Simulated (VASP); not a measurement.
GdO:

```xyz
2
Lattice="2.8018 0.0000 0.0000 0.0000 2.8018 0.0000 0.0000 0.0000 2.8018" Properties=species:S:1:pos:R:3 pbc="T T T"
Gd    0.0000    0.0000    0.0000
O     1.4009    1.4009    1.4009
```

The cell comes from a database or a generator and needn't be the stable form of this composition.

Base run:

* Program: VASP 6.6.1
* Functional: PBE
* Potentials or basis: VASP PAW PBE potentials, release 64 (Gd, O)
* Cutoff: 520 eV
* k mesh: 7 × 7 × 7
* Occupations: gaussian, width 0.05 eV
* Spin: collinear spin, zero start
* Starting moments: [0.0, 0.0] μB

Its results: pressure 42.9 GPa; net moment 0.98 μB per cell; site moments Gd +0.94; O -0.01 μB.

Q: The run is repeated on the same cell with these changes: further incar settings from ALGO = Normal; EDIFF = 1e-07; NBANDS = 23 to ALGO = Normal; EDIFF = 1e-06; hubbard terms from none to Gd f U = 3 eV. What comes out?

A: Pressure 51.3 GPa; net moment 7.07 μB per cell; site moments Gd +6.84; O -0.02 μB.

Caveats: a pressure of tens of GPa on the cell as given is suspect, and the run, the potentials or the cell itself is likely at fault; a cell with one magnetic atom can't hold antiferromagnetic order, which such compounds often take.
